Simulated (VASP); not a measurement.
Calculation: PBEsol GGA, VASP's PBE PAW potentials (set 64) (plane waves; VASP 6.6.1).

Input for VASP

INCAR:
```
! general
SYSTEM =Au3Pt
PREC   =Accurate
ENCUT  =400
LREAL  =F
LASPH  =T
ICHARG =11

! electronic loop
EDIFF  =1E-7
NELM   =100
ALGO   =Normal
LMAXMIX=6

! smearing
ISMEAR =0
SIGMA  =0.05

! functional
GGA    =PS

! output
LWAVE  =F
LCHARG =F
LORBIT =11
```

POSCAR:
```
Au3Pt
1.0
  0.0000000000   2.0180585054   2.0180585054
  2.0180585054   0.0000000000   2.0180585054
  8.0647224417   8.0647224417   0.0075115798
Pt Au
1 3
Cartesian
  0.0000000000   0.0000000000   0.0000000000
  1.9942530418   1.9942530418   0.0238054642
  4.0323612209   4.0323612209   0.0037557899
  8.0885279053   8.0885279053   4.0198231264
```

### KPOINTS
```
k-points along high-symmetry lines
12
Line-mode
Reciprocal
  0.000000   0.000000   0.000000 ! GAMMA
  0.000000   0.000000  -0.500000 ! T

  0.000000   0.000000  -0.500000 ! T
 -0.328125   0.328125  -0.500000 ! H_2

 -0.343750   0.328125  -0.187500 ! H_0
  0.000000   0.500000   0.500000 ! L

  0.000000   0.500000   0.500000 ! L
  0.000000   0.000000   0.000000 ! GAMMA

  0.000000   0.000000   0.000000 ! GAMMA
 -0.335938   0.335938   0.000000 ! S_0

 -0.335938   0.328125  -0.343750 ! S_2
 -0.500000   0.000000  -1.000000 ! F

 -0.500000   0.000000  -1.000000 ! F
  0.000000   0.000000   0.000000 ! GAMMA
```

POTCAR, in this order: Pt Au (PBE.64 set). Program: vasp_std. Read from the step before: CHGCAR.

Output of the run:

OSZICAR:
```
       N       E                     dE             d eps       ncg     rms          rms(c)
DAV:   1     0.238164998955E+03    0.23816E+03   -0.19388E+04  4321   0.132E+03
DAV:   2    -0.174116261593E+02   -0.25558E+03   -0.24657E+03  4952   0.314E+02
DAV:   3    -0.228605992308E+02   -0.54490E+01   -0.53503E+01  4522   0.461E+01
DAV:   4    -0.229135089856E+02   -0.52910E-01   -0.52771E-01  4474   0.457E+00
DAV:   5    -0.229142111627E+02   -0.70218E-03   -0.70204E-03  4586   0.537E-01
DAV:   6    -0.229142263478E+02   -0.15185E-04   -0.15183E-04  4544   0.699E-02
DAV:   7    -0.229142267427E+02   -0.39483E-06   -0.39556E-06  4545   0.992E-03
DAV:   8    -0.229142267588E+02   -0.16141E-07   -0.16066E-07  3072   0.152E-03
   1 F= -.22914227E+02 E0= -.22912969E+02  d E =-.251547E-02
```

**OUTCAR**
```
 val. band max:        9.0843832834   @ k =  -0.0298   0.0298  -0.5000

 cond. band min:       9.0909851333   @ k =  -0.4553   0.0895  -0.8210



 k-point     1 :       0.0000    0.0000    0.0000
  band No.  band energies     occupation
      1      -0.2853      2.00000
      2       1.4704      2.00000
      3       1.6786      2.00000
      4       2.4906      2.00000
      5       4.8465      2.00000
      6       4.8751      2.00000
      7       5.0248      2.00000
      8       5.0248      2.00000
      9       5.0935      2.00000
     10       5.0935      2.00000
     11       5.2868      2.00000
     12       5.2868      2.00000
     13       5.9736      2.00000
     14       6.1415      2.00000
     15       6.1415      2.00000
     16       6.7858      2.00000
     17       6.7858      2.00000
     18       6.9080      2.00000
     19       6.9080      2.00000
     20       7.5432      2.00000
     21       7.5432      2.00000
     22       8.8928      2.00000
     23       8.9993      1.98590
     24       8.9993      1.98590
     25      13.5678      0.00000

 k-point     2 :       0.0000    0.0000   -0.0455
  band No.  band energies     occupation
      1      -0.2807      2.00000
      2       1.4189      2.00000
      3       1.7226      2.00000
      4       2.4922      2.00000
      5       4.8211      2.00000
      6       4.9117      2.00000
      7       5.0255      2.00000
      8       5.0255      2.00000
      9       5.0943      2.00000
     10       5.0943      2.00000
     11       5.2855      2.00000
     12       5.2855      2.00000
     13       5.9759      2.00000
     14       6.1410      2.00000
     15       6.1410      2.00000
     16       6.7666      2.00000
     17       6.7666      2.00000
     18       6.9296      2.00000
     19       6.9296      2.00000
     20       7.5423      2.00000
     21       7.5423      2.00000
     22       8.8617      2.00000
     23       8.9980      1.98726
     24       8.9980      1.98726
...
```

The density is held fixed in this step, so its total energy and stress have no physical meaning. Unless said otherwise, spin-orbit coupling is left out, though it shifts the bands of the heavy elements here.

The structure was generated: Au3Pt was put into an ordered model structure (R-3m), which need not be its known phase. It was relaxed first. The electron count is odd and the run is not spin-polarised, which forces a metal.
